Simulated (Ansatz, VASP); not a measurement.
# Two plane-wave programs on La6N

File INCAR:

```
ALGO = Normal
EDIFF = 1E-6
ENCUT = 520
GGA = PE
ISIF = 2
ISMEAR = 0
LASPH = T
LCHARG = F
LREAL = F
LWAVE = F
NBANDS = 44
NELM = 60
PREC = Accurate
SIGMA = 0.2
```

The input KPOINTS:

```
k-points
0
Gamma
  6 6 2
```

The input POSCAR:

```
La6N
1.0
    3.7131551541      0.0000000000      0.0000000000
   -1.8565775771      3.2156866916      0.0000000000
    0.0000000000      0.0000000000     18.9096076435
La N
6 1
Direct
    0.3333333333      0.6666666667      0.4179139527
    0.6666666667      0.3333333333      0.5820860473
    0.3333333333      0.6666666667      0.0748170627
    0.6666666667      0.3333333333      0.9251829373
    0.0000000000      0.0000000000      0.7383142982
    0.0000000000      1.0000000000      0.2616857018
    0.0000000000      0.0000000000      1.0000000000
```

Input for Ansatz:

```yaml
crystal:
  lattice:
    - [3.7131551541, 0.0, 0.0]
    - [-1.8565775771, 3.2156866916, 0.0]
    - [0.0, 0.0, 18.9096076435]
  atoms:
    - { symbol: La, position: [0.3333333333, 0.6666666667, 0.4179139527] }
    - { symbol: La, position: [0.6666666667, 0.3333333333, 0.5820860473] }
    - { symbol: La, position: [0.3333333333, 0.6666666667, 0.0748170627] }
    - { symbol: La, position: [0.6666666667, 0.3333333333, 0.9251829373] }
    - { symbol: La, position: [0.0, 0.0, 0.7383142982] }
    - { symbol: La, position: [0.0, 1.0, 0.2616857018] }
    - { symbol: "N", position: [0.0, 0.0, 1.0] }
basis:
  ecutwfc: 420
kpoints:
  mp_grid: { grid: [6, 6, 2] }
hamiltonian:
  xc: pbe
scf:
  occupations: { method: gaussian, width: 0.2 }
  lower_state_search: "off"
output:
  forces: true
  stress: true
  eigenvalues: true
```

Alike in both runs: task single point; functional PBE; k mesh 6 × 6 × 2; occupations gaussian, width 0.2 eV; no spin polarisation.

```csv
,VASP,Ansatz
version,VASP 6.6.1,Ansatz 0.2.0
potentials or method,"VASP PAW PBE potentials, release 64 (La, N)","scalar-relativistic, plane waves, PAW"
plane-wave cutoff (eV),520,420
valence electrons in the cell,71,71
```

|  | VASP | Ansatz | Ansatz less VASP |
| --- | --- | --- | --- |
| gap on the k mesh at the Fermi level (eV) | none | none | - |
| pressure (GPa) | 0.2 | 0.1 | -0.02 |
| largest component of the traceless stress (GPa) | 0.17 | 0.18 | +0.004 |
| rms of the force components (eV/Å) | 0.007 | 0.005 | -0.0016 |

Atom by atom the forces differ by 0.004 eV/Å (rms over components). A gap of «none» marks a metal or a gap that the smearing closes.

Spin-orbit coupling is left out, which matters for the levels of La.
